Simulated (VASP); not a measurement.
A run of VASP 6.6.1:

INCAR

```
PREC = Accurate
ENCUT = 520
EDIFF = 1E-6
ISMEAR = 0
SIGMA = 0.15
LREAL = False
LASPH = True
NELM = 100
ALGO = Fast
ISIF = 2
LWAVE = False
LCHARG = False
NBANDS = 18
```

KPOINTS

```
Automatic mesh
0
Gamma
  14 14 14
```

Contents of POSCAR:

```
CdAg
1.0
    3.1635000000      0.0000000000      0.0000000000
    0.0000000000      3.1635000000      0.0000000000
    0.0000000000      0.0000000000      3.3300000000
Cd Ag
1 1
Direct
    0.5000000000      0.5000000000      0.5000000000
    0.0000000000      0.0000000000      0.0000000000
```

Potentials or basis: VASP PAW LDA potentials, release 64 (Cd, Ag).

Command:

```console
$ cat potpaw_LDA.64/Cd/POTCAR potpaw_LDA.64/Ag/POTCAR > POTCAR
$ mpirun -np 1 vasp_std > vasp.out
```

Hardware: 1 thread of AMD EPYC 7R43 64-Core Processor (Zen 3), with other jobs on the host.

Q: How long does it take, and how much memory?

A: Wall time 3.5 min on 1 thread of AMD EPYC 7R43 64-Core Processor (Zen 3) (shared host), peak memory 0.25 GiB. Counts: scf iterations 12, k points 288.
